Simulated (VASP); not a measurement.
Here is the system:

```xyz
2
Lattice="0.0000 2.2005 2.2005 2.2005 0.0000 2.2005 2.2005 2.2005 0.0000" Properties=species:S:1:pos:R:3 pbc="T T T"
Al     0.0000     0.0000     0.0000
N      1.1003     1.1003     1.1003
```

Method: PBE GGA, VASP's PBE PAW potentials (set 64) (plane waves; VASP). Numerical set-up: 520 eV cut-off, 9×9×9 Γ-centred mesh, Gaussian smearing of 0.050 eV, potentials Al N.

### Question
Predict the energy per atom (σ→0).

### Answer

- energy per atom (σ→0) = -7.424 eV/atom

The absolute energy has meaning only against runs of the same code, potentials and settings.

The compound is AlN in the zinc blende structure, a metastable form; wurtzite is the usual one. It was relaxed first.
